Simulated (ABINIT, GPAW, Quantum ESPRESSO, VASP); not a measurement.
# One calculation of CaB2, 4 ways

```
Ca B
1.0
     3.22643    0.00000    0.00000
    -1.61322    2.79417    0.00000
     0.00000    0.00000    4.06739
Ca B
1 2
Direct
  0.99764 0.99966 0.99961
  0.66869 0.33058 0.49819
  0.34499 0.67381 0.50784
```

The cell comes from a database or a generator and needn't be the stable form of this composition.

Atoms were shifted at random by some hundredths of an Å from the given cell, which wasn't relaxed again for these runs.

Alike in all runs: task single point; functional PBE; k mesh 9 × 9 × 7; occupations fermi-dirac, width 0.05 eV; no spin polarisation; no spin-orbit coupling. Pressure is positive in compression and, in plane waves, holds the error of the finite cutoff.

```tsv
program and potentials	plane-wave cutoff (eV)	notes	pressure (GPa)	largest force (eV/Å)	energy over the undisturbed cell (meV/atom)
VASP, PBE PAW files B, Ca_sv, 520 eV	520	-	-0.03	0.390	-
GPAW, GPAW PAW data sets (gpaw-data 1.2.1)	800	-	0.00	0.393	3.15
Quantum ESPRESSO, SSSP 1.3 efficiency PBE	748	-	-0.46	0.388	3.09
ABINIT, JTH PAW PBE v2.0	517	-	-0.62	0.388	3.11
```

Force on atom 3 (B), eV/Å:

| program and potentials | x | y | z |
| --- | --- | --- | --- |
| VASP, PBE PAW files B, Ca_sv, 520 eV | -0.088 | -0.063 | -0.374 |
| GPAW, GPAW PAW data sets (gpaw-data 1.2.1) | -0.091 | -0.063 | -0.377 |
| Quantum ESPRESSO, SSSP 1.3 efficiency PBE | -0.086 | -0.057 | -0.374 |
| ABINIT, JTH PAW PBE v2.0 | -0.088 | -0.064 | -0.373 |

The pressure spans -0.62 (ABINIT, JTH PAW PBE v2.0) to 0.00 GPa (GPAW, GPAW PAW data sets (gpaw-data 1.2.1)).

Differences between rows come from potentials, basis sets and numerical settings, since the functional is the same but for its coding. Runs on potential files found faulty are left out.
